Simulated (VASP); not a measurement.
All values below come from PBEsol GGA, VASP's PBE PAW potentials (set 64) (plane waves; VASP 6.6.1).

The input files of a VASP run:

File POSCAR:
```
TaO
1
    2.8171797799    -0.0000000000    -0.0000000000
   -1.4085898899     2.4397492857    -0.0000000000
    0.0000000000    -0.0000000000     6.2997879443
Ta O
2 2
Direct
  0.0000000000   0.0000000000   0.0000000000
  0.0000000000   0.0000000000   0.5000000000
  0.3333330000   0.6666670000   0.2500000000
  0.6666670000   0.3333330000   0.7500000000
```

### KPOINTS
```
Automatic mesh
0
gamma
  11 11 5
0 0 0
```

### INCAR
```
SYSTEM = TaO
PREC = Accurate
ENCUT = 520
EDIFF = 1E-6
NELM = 100
ALGO = Normal
LREAL = .FALSE.
LASPH = .TRUE.
ISMEAR = 1
SIGMA = 0.1
GGA = PS
LMAXMIX = 6
LWAVE = .FALSE.
LCHARG = .FALSE.
IBRION = 2
ISIF = 3
NSW = 60
EDIFFG = -0.02
```

POTCAR, in this order: Ta_pv O (PBE.64 set). Program: vasp_std.

What VASP printed:

File OSZICAR:
```
       N       E                     dE             d eps       ncg     rms          rms(c)
DAV:   1     0.304784703973E+03    0.30478E+03   -0.19468E+04  2016   0.172E+03
DAV:   2    -0.264035517504E+02   -0.33119E+03   -0.32223E+03  2343   0.469E+02
DAV:   3    -0.441657861932E+02   -0.17762E+02   -0.17509E+02  2584   0.999E+01
DAV:   4    -0.444541518904E+02   -0.28837E+00   -0.28610E+00  2505   0.121E+01
DAV:   5    -0.444603318005E+02   -0.61799E-02   -0.61753E-02  2515   0.136E+00    0.282E+01
DAV:   6    -0.417897604317E+02    0.26706E+01   -0.15626E+01  2369   0.272E+01    0.144E+01
DAV:   7    -0.415536717892E+02    0.23609E+00   -0.14656E+00  2331   0.893E+00    0.687E+00
DAV:   8    -0.415174716020E+02    0.36200E-01   -0.18275E-01  2537   0.342E+00    0.685E-01
DAV:   9    -0.415144088074E+02    0.30628E-02   -0.37506E-02  2401   0.134E+00    0.410E-01
DAV:  10    -0.415137214376E+02    0.68737E-03   -0.81708E-03  2459   0.657E-01    0.729E-02
DAV:  11    -0.415136372663E+02    0.84171E-04   -0.57231E-04  2458   0.188E-01    0.153E-02
DAV:  12    -0.415136391792E+02   -0.19128E-05   -0.19381E-05  2511   0.348E-02    0.502E-03
DAV:  13    -0.415136391922E+02   -0.13018E-07   -0.16728E-06  1713   0.108E-02
   1 F= -.41513639E+02 E0= -.41514008E+02  d E =-.415136E+02
       N       E                     dE             d eps       ncg     rms          rms(c)
DAV:   1    -0.415790217475E+02   -0.65383E-01   -0.31853E+00  2016   0.157E+01    0.180E+00
DAV:   2    -0.415291377031E+02    0.49884E-01   -0.11350E-01  2417   0.268E+00    0.858E-01
DAV:   3    -0.415140578299E+02    0.15080E-01   -0.27190E-02  2514   0.128E+00    0.242E-01
DAV:   4    -0.415134708936E+02    0.58694E-03   -0.20555E-03  2740   0.324E-01    0.195E-01
DAV:   5    -0.415134529543E+02    0.17939E-04   -0.12543E-04  2396   0.891E-02    0.319E-02
DAV:   6    -0.415134446485E+02    0.83058E-05   -0.42460E-05  2624   0.454E-02    0.859E-03
DAV:   7    -0.415134444538E+02    0.19472E-06   -0.11728E-06  1613   0.904E-03
   2 F= -.41513444E+02 E0= -.41513780E+02  d E =0.194738E-03
       N       E                     dE             d eps       ncg     rms          rms(c)
DAV:   1    -0.415359875791E+02   -0.22543E-01   -0.81784E-01  2016   0.798E+00    0.916E-01
DAV:   2    -0.415230366939E+02    0.12951E-01   -0.29026E-02  2432   0.136E+00    0.434E-01
DAV:   3    -0.415192050937E+02    0.38316E-02   -0.72194E-03  2533   0.658E-01    0.121E-01
DAV:   4    -0.415190726174E+02    0.13248E-03   -0.48166E-04  2755   0.158E-01    0.994E-02
DAV:   5    -0.415190636310E+02    0.89864E-05   -0.32077E-05  2384   0.447E-02    0.144E-02
DAV:   6    -0.415190610125E+02    0.26185E-05   -0.91935E-06  2518   0.211E-02    0.398E-03
DAV:   7    -0.415190610652E+02   -0.52708E-07   -0.27299E-07  1413   0.452E-03
   3 F= -.41519061E+02 E0= -.41519533E+02  d E =-.542187E-02
       N       E                     dE             d eps       ncg     rms          rms(c)
DAV:   1    -0.415233087432E+02   -0.42477E-02   -0.16692E-01  2026   0.418E+00    0.643E-01
DAV:   2    -0.415198625589E+02    0.34462E-02   -0.78476E-03  2316   0.754E-01    0.284E-01
DAV:   3    -0.415189659270E+02    0.89663E-03   -0.23843E-03  2321   0.447E-01    0.443E-02
DAV:   4    -0.415189621511E+02    0.37759E-05   -0.82270E-05  2628   0.767E-02    0.340E-02
DAV:   5    -0.415189604254E+02    0.17257E-05   -0.23668E-05  2366   0.326E-02    0.978E-03
DAV:   6    -0.415189588167E+02    0.16087E-05   -0.13633E-05  2391   0.223E-02    0.385E-03
DAV:   7    -0.415189586309E+02    0.18574E-06   -0.14349E-06  1458   0.838E-03
   4 F= -.41518959E+02 E0= -.41519388E+02  d E =0.102434E-03
       N       E                     dE             d eps       ncg     rms          rms(c)
DAV:   1    -0.415205789893E+02   -0.16202E-02   -0.49746E-02  2026   0.228E+00    0.351E-01
DAV:   2    -0.415195520075E+02    0.10270E-02   -0.23621E-03  2321   0.413E-01    0.155E-01
DAV:   3    -0.415192824963E+02    0.26951E-03   -0.70697E-04  2331   0.244E-01    0.244E-02
DAV:   4    -0.415192819213E+02    0.57494E-06   -0.24338E-05  2625   0.419E-02    0.188E-02
DAV:   5    -0.415192839905E+02   -0.20692E-05   -0.68286E-06  2356   0.177E-02    0.516E-03
DAV:   6    -0.415192839715E+02    0.19047E-07   -0.37584E-06  1859   0.118E-02
   5 F= -.41519284E+02 E0= -.41519739E+02  d E =-.222906E-03
```

File OUTCAR:
```
------------------------ aborting loop because EDIFF is reached ----------------------------------------
  FORCE on cell =-STRESS in cart. coord.  units (eV):
  Direction    XX          YY          ZZ          XY          YZ          ZX
  --------------------------------------------------------------------------------------
  Total       -0.0089585     -0.0089585     -0.0042046     -0.0000000     -0.0000000      0.0000000
  in kB       -0.3323796     -0.3323796     -0.1560000     -0.0000000     -0.0000000      0.0000000
  external PRESSURE =      -0.2735864 kB  Pullay stress =       0.0000000 kB
  volume of cell :       43.18
      direct lattice vectors                 reciprocal lattice vectors
     2.805066429 -0.000000000 -0.000000000     0.356497796  0.205824096 -0.000000000
    -1.402533214  2.429258816 -0.000000000     0.000000000  0.411648192 -0.000000000
     0.000000000  0.000000000  6.337139914     0.000000000  0.000000000  0.157799893
 POSITION                                       TOTAL-FORCE (eV/Angst)
 -----------------------------------------------------------------------------------
      0.00000      0.00000      0.00000        -0.000000     -0.000000      0.000000
      0.00000      0.00000      3.16857        -0.000000      0.000000      0.000000
     -0.00000      1.61951      1.58428         0.000000     -0.000000     -0.000000
      1.40253      0.80975      4.75285        -0.000000      0.000000     -0.000000
 -----------------------------------------------------------------------------------
    total drift:                                0.000000     -0.000000      0.000000
  FREE ENERGIE OF THE ION-ELECTRON SYSTEM (eV)
  ---------------------------------------------------
  free  energy   TOTEN  =       -41.5192839715 eV

  energy  without entropy=      -41.5206504135  energy(sigma->0) =      -41.51973945

 reached required accuracy - stopping structural energy minimisation
```
(Selected blocks of OUTCAR.)

File CONTCAR:
```
TaO
   1.00000000000000
     2.8050664288054370   -0.0000000000002487   -0.0000000000000000
    -1.4025332143531490    2.4292588155491641   -0.0000000000000000
     0.0000000000000000    0.0000000000000000    6.3371399140670031
  Ta              O
     2     2
Direct
     0.0000000000000000    0.0000000000000000    0.0000000000000000
     0.0000000000000000    0.0000000000000000    0.5000000000000000
     0.3333330000000032    0.6666669999999968    0.2500000000000000
     0.6666669999999968    0.3333330000000032    0.7500000000000000
```

The structure was generated: TaO was put into the NiAs type type (P6_3/mmc), which need not be its known phase. This run relaxes it. Symmetry was kept, so distortions that lower it aren't found. The start is the result of an earlier pass.
